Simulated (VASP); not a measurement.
# SrO: the band gap, functional by functional, part 3 of 3

Aim: the gap of SrO on one structure at many levels of theory. The starting structure is a measured crystal structure from the Crystallography Open Database. Cell and atoms stay as given. Meshes and data sets differ where the inputs say so.

VASP 6.6.1.

Results so far: LDA 3.109 eV; PBE 3.272 eV; r2SCAN 3.749 eV; TB-mBJ 4.908 eV; LDA + spin-orbit coupling 3.087 eV; r2SCAN + spin-orbit coupling 3.729 eV; TB-mBJ + spin-orbit coupling 4.890 eV; HSE06 4.768 eV.

## (10) Bands with PBE0

Level of this step: PBE0; plane waves and PAW (Sr_sv, O) (VASP).

PBE0 keeps a quarter of exact exchange at all ranges; it tends to overshoot small gaps. This run uses a 5×5×5 mesh. It starts from the orbitals of an earlier run, not shown.

Contents of INCAR:

```
SYSTEM = SrO
PREC = Accurate
ENCUT = 460
EDIFF = 1E-06
NELM = 100
ISMEAR = 0
SIGMA = 0.03
LREAL = .FALSE.
ALGO = Normal
LHFCALC = .TRUE.
AEXX = 0.25
GGA = PE
LASPH = .TRUE.
NBANDS = 14
PRECFOCK = Fast
HFRCUT = -1
LORBIT = 11
LWAVE = .FALSE.
LCHARG = .FALSE.
KPAR = 4
```

Contents of POSCAR:

```
SrO
1.0
    0.0000000000      2.5806600000      2.5806600000
    2.5806600000      0.0000000000      2.5806600000
    2.5806600000      2.5806600000      0.0000000000
Sr O
1 1
Direct
    0.0000000000      0.0000000000      0.0000000000
    0.5000000000      0.5000000000      0.5000000000
```

Contents of KPOINTS:

```
Automatic mesh
0
Gamma
5 5 5
0 0 0
```

Contents of KPOINTS_OPT:

```
Line mode
10
Line-mode
Reciprocal
  0.00000000   0.00000000   0.00000000 GAMMA
  0.50000000   0.00000000   0.50000000 X

  0.50000000   0.00000000   0.50000000 X
  0.50000000   0.25000000   0.75000000 W

  0.50000000   0.25000000   0.75000000 W
  0.37500000   0.37500000   0.75000000 K

  0.37500000   0.37500000   0.75000000 K
  0.00000000   0.00000000   0.00000000 GAMMA

  0.00000000   0.00000000   0.00000000 GAMMA
  0.50000000   0.50000000   0.50000000 L

  0.50000000   0.50000000   0.50000000 L
  0.62500000   0.25000000   0.62500000 U

  0.62500000   0.25000000   0.62500000 U
  0.50000000   0.25000000   0.75000000 W

  0.50000000   0.25000000   0.75000000 W
  0.50000000   0.50000000   0.50000000 L

  0.50000000   0.50000000   0.50000000 L
  0.37500000   0.37500000   0.75000000 K

  0.62500000   0.25000000   0.62500000 U
  0.50000000   0.00000000   0.50000000 X
```

PAW data sets: Sr_sv and O (PBE family, release 64).

Started as:

```console
$ mpirun -np 4 vasp_std
```

Numbers of over 12 decimals in the logs are rounded to 6 here.

Output:

```text
[banner, memory and clock lines left out]
running    4 mpi-ranks, on    1 nodes
[...]
LDA part: xc-table for (Slater+PW92), standard interpolation
 found WAVECAR, reading the header
 POSCAR, INCAR and KPOINTS ok, starting setup
[...]
HFRCUT set to (new)   10.085124
 reading WAVECAR
 the WAVECAR file was read successfully
 initial charge from wavefunction
 entering main loop
       N       E                     dE             d eps       ncg     rms          rms(c)
DAV:   1    -0.147868952551E+02   -0.14787E+02   -0.47811E-01   314   0.919E+00    0.433E+00
DAV:   2    -0.147615430138E+02    0.25352E-01   -0.68167E-02   340   0.263E+00    0.219E+00
DAV:   3    -0.147630076494E+02   -0.14646E-02   -0.19203E-02   310   0.120E+00    0.972E-01
DAV:   4    -0.147626274714E+02    0.38018E-03   -0.13938E-03   332   0.368E-01    0.568E-01
DAV:   5    -0.147622983358E+02    0.32914E-03   -0.12220E-03   304   0.299E-01    0.422E-01
DAV:   6    -0.147622850426E+02    0.13293E-04   -0.88893E-05   304   0.937E-02    0.263E-01
DAV:   7    -0.147622539252E+02    0.31117E-04   -0.31607E-05   316   0.604E-02    0.141E-01
DAV:   8    -0.147622546177E+02   -0.69248E-06   -0.87945E-06   316   0.289E-02
   1 F= -.14762255E+02 E0= -.14762255E+02  d E =-.129656E-39
 Start KPOINTS_OPT (optional k-point list driver)
k-point batch [1-10\100]
       N       E                     dE             ncg
DAV:   1    -0.100534690295E+04   -0.45069E+04      280
DAV:   2    -0.185724031073E+04   -0.85189E+03      370
DAV:   3    -0.191162053287E+04   -0.54380E+02      338
DAV:   4    -0.191277235576E+04   -0.11518E+01      396
DAV:   5    -0.191279544263E+04   -0.23087E-01      372
DAV:   6    -0.191279582246E+04   -0.37983E-03      372
DAV:   7    -0.191279582614E+04   -0.36796E-05      246
DAV:   8    -0.191279582628E+04   -0.13914E-06      176
[...]
k-point batch [91-100\100]
       N       E                     dE             ncg
DAV:   1    -0.109082908563E+04   -0.69947E+04      280
DAV:   2    -0.188449151224E+04   -0.79366E+03      358
DAV:   3    -0.193328014301E+04   -0.48789E+02      380
DAV:   4    -0.193441105870E+04   -0.11309E+01      434
DAV:   5    -0.193443366633E+04   -0.22608E-01      408
DAV:   6    -0.193443393977E+04   -0.27344E-03      402
DAV:   7    -0.193443394525E+04   -0.54813E-05      314
DAV:   8    -0.193443394537E+04   -0.12535E-06      260
```

It took 11 min on 4 MPI ranks of AMD EPYC 7R43, shared host; peak memory 0.58 GiB; 42 min of CPU time.

Parts of OUTCAR (step 10):

```text
 POSITION                                       TOTAL-FORCE (eV/Angst)
 -----------------------------------------------------------------------------------
      0.00000      0.00000      0.00000        -0.000000      0.000000     -0.000000
      2.58066      2.58066      2.58066         0.000000     -0.000000      0.000000
 -----------------------------------------------------------------------------------
    total drift:                                0.000000      0.000000      0.000000

  FREE ENERGIE OF THE ION-ELECTRON SYSTEM (eV)
  ---------------------------------------------------
  free  energy   TOTEN  =       -14.7622546177 eV

  energy  without entropy=      -14.7622546177  energy(sigma->0) =      -14.76225462

[... 2 parts as in an earlier step ...]

[... 1 further part left out ...]
[key lines of the parts left out:]
E-fermi :   0.4332
```

PBE0 gives a least gap of 5.477 eV, and a least direct gap of 5.594 eV. The least gap is +2.369 eV from that of LDA, on another mesh, which alone can move a gap by some hundredths of an eV.

## (11) Comparison

| level | gap (eV) | least direct gap (eV) | mesh | core minutes |
| --- | --- | --- | --- | --- |
| LDA | 3.109 | 3.201 | 8×8×8 | 1.07 |
| PBE | 3.272 | 3.368 | 8×8×8 | 1.09 |
| r2SCAN | 3.749 | 3.843 | 8×8×8 | 4.87 |
| TB-mBJ | 4.908 | 4.986 | 8×8×8 | 8.27 |
| LDA + spin-orbit coupling | 3.087 | 3.16 | 8×8×8 | 5.47 |
| r2SCAN + spin-orbit coupling | 3.729 | 3.806 | 8×8×8 | 23.8 |
| TB-mBJ + spin-orbit coupling | 4.89 | 4.955 | 8×8×8 | 17.7 |
| HSE06 | 4.768 | 4.879 | 5×5×5 | 42.2 |
| PBE0 | 5.477 | 5.594 | 5×5×5 | 42.0 |

Core minutes are wall time times ranks of the run shown, on a shared host.

## (12) Summary of results

```yaml
gap_lda: 3.109 eV
gap_pbe: 3.272 eV
gap_r2scan: 3.749 eV
gap_tb_mbj: 4.908 eV
gap_lda_spin_orbit_coupling: 3.087 eV
gap_r2scan_spin_orbit_coupling: 3.729 eV
gap_tb_mbj_spin_orbit_coupling: 4.890 eV
gap_hse06: 4.768 eV
gap_pbe0: 5.477 eV
```

Without spin-orbit coupling the gap of SrO runs from 3.109 eV (LDA) to 5.477 eV (PBE0). HSE06 gives +1.50 eV from PBE, on another mesh, which alone can move a gap by some hundredths of an eV. TB-mBJ lies +0.14 eV from HSE06, on another mesh, which alone can move a gap by some hundredths of an eV. Spin-orbit coupling changes the LDA gap by -0.022 eV. Spin-orbit coupling changes the r2SCAN gap by -0.020 eV. Spin-orbit coupling changes the TB-mBJ gap by -0.018 eV. These are gaps between Kohn-Sham or generalised Kohn-Sham levels of a static lattice, without excitons or temperature. Further runs on this material are not shown.

[Lines on the potential files, build, host, timing and source positions are cut from VASP's logs without a mark.]

[Logs are printed without paths, hosts, clocks, repeated set-up lines and the standing remarks that a program may print on its own settings, such as how far it seeks lower states.]

[Hosts, paths, dates, database ids (printed as entryN), source tags and the programs' standing remarks are cut or masked in the printed files.]
